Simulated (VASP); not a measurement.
Calculation: PBE GGA, VASP's PBE PAW potentials (set 64) (plane waves; VASP).

VASP ran on this input.

**KPOINTS**
```
Automatic mesh
0
Gamma
8 8 5
0 0 0
```

**POSCAR**
```
ZnO
1
    1.6250000000    -2.8145830000     0.0000000000
    1.6250000000     2.8145830000     0.0000000000
    0.0000000000     0.0000000000     5.2100000000
Zn O
2 2
Direct
  0.6666670000   0.3333330000   0.5000000000
  0.3333330000   0.6666670000   0.0000000000
  0.6666670000   0.3333330000   0.8820000000
  0.3333330000   0.6666670000   0.3820000000
```

INCAR:
```
! general
SYSTEM =ZnO
PREC   =Accurate
ENCUT  =520
LREAL  =.FALSE.
LASPH  =.TRUE.
NELECT =36.1

! electronic loop
EDIFF  =1E-6
NELM   =100
ALGO   =Normal
LMAXMIX=4

! smearing
ISMEAR =0
SIGMA  =0.05

! functional
GGA    =PE

! ions
ISIF   =2

! output
LWAVE  =.FALSE.
LCHARG =.FALSE.
```

POTCAR, in this order: Zn O (PBE.64 set). Program: vasp_std.

The run wrote:

OSZICAR:
```
       N       E                     dE             d eps       ncg     rms          rms(c)
DAV:   1     0.293506207067E+03    0.29351E+03   -0.19069E+04  1328   0.239E+03
DAV:   2     0.917515070283E+01   -0.28433E+03   -0.27353E+03  1440   0.445E+02
DAV:   3    -0.203050846658E+02   -0.29480E+02   -0.29294E+02  1542   0.154E+02
DAV:   4    -0.208550458278E+02   -0.54996E+00   -0.54940E+00  1458   0.222E+01
DAV:   5    -0.208594321357E+02   -0.43863E-02   -0.43860E-02  1560   0.191E+00    0.152E+01
DAV:   6    -0.173722864450E+02    0.34871E+01   -0.12201E+01  2226   0.730E+01    0.928E+00
DAV:   7    -0.175539503824E+02   -0.18166E+00   -0.27336E+00  1372   0.195E+01    0.555E+00
DAV:   8    -0.175785902182E+02   -0.24640E-01   -0.83908E-01  1992   0.939E+00    0.183E+00
DAV:   9    -0.175124831554E+02    0.66107E-01   -0.19696E-01  2098   0.819E+00    0.344E-01
DAV:  10    -0.175163225198E+02   -0.38394E-02   -0.59454E-02  1332   0.180E+00    0.156E-01
DAV:  11    -0.175162036139E+02    0.11891E-03   -0.17369E-03  1966   0.627E-01    0.382E-02
DAV:  12    -0.175162602584E+02   -0.56644E-04   -0.19488E-04  1824   0.312E-01    0.329E-02
DAV:  13    -0.175162546546E+02    0.56038E-05   -0.37720E-05  1762   0.146E-01    0.119E-02
DAV:  14    -0.175162555104E+02   -0.85572E-06   -0.14612E-05  1410   0.379E-02    0.546E-03
DAV:  15    -0.175162548489E+02    0.66145E-06   -0.20851E-06  1096   0.134E-02
   1 F= -.17516255E+02 E0= -.17515738E+02  d E =-.103469E-02
```

### OUTCAR
```
------------------------ aborting loop because EDIFF is reached ----------------------------------------
  FORCE on cell =-STRESS in cart. coord.  units (eV):
  Direction    XX          YY          ZZ          XY          YZ          ZX
  --------------------------------------------------------------------------------------
  Total        2.7640721      2.7640730      2.8356547     -0.0000000     -0.0000000      0.0000000
  in kB       92.9233391     92.9233680     95.3298224     -0.0000000     -0.0000000      0.0000000
  external PRESSURE =      93.7255098 kB  Pullay stress =       0.0000000 kB
  volume of cell :       47.66
      direct lattice vectors                 reciprocal lattice vectors
     1.625000000 -2.814583000  0.000000000     0.307692308 -0.177646209  0.000000000
     1.625000000  2.814583000  0.000000000     0.307692308  0.177646209  0.000000000
     0.000000000  0.000000000  5.210000000     0.000000000  0.000000000  0.191938580
  FREE ENERGIE OF THE ION-ELECTRON SYSTEM (eV)
  ---------------------------------------------------
  free  energy   TOTEN  =       -17.5162548489 eV

  energy  without entropy=      -17.5152201570  energy(sigma->0) =      -17.51573750
```
(Selected blocks of OUTCAR.)

The cell is charged, with a uniform compensating background.

The compound is ZnO in the wurtzite structure. The cell was not relaxed at this level. The run is one of a series of settings (NELECT = 36.1 against the base run), some of them coarse on purpose.
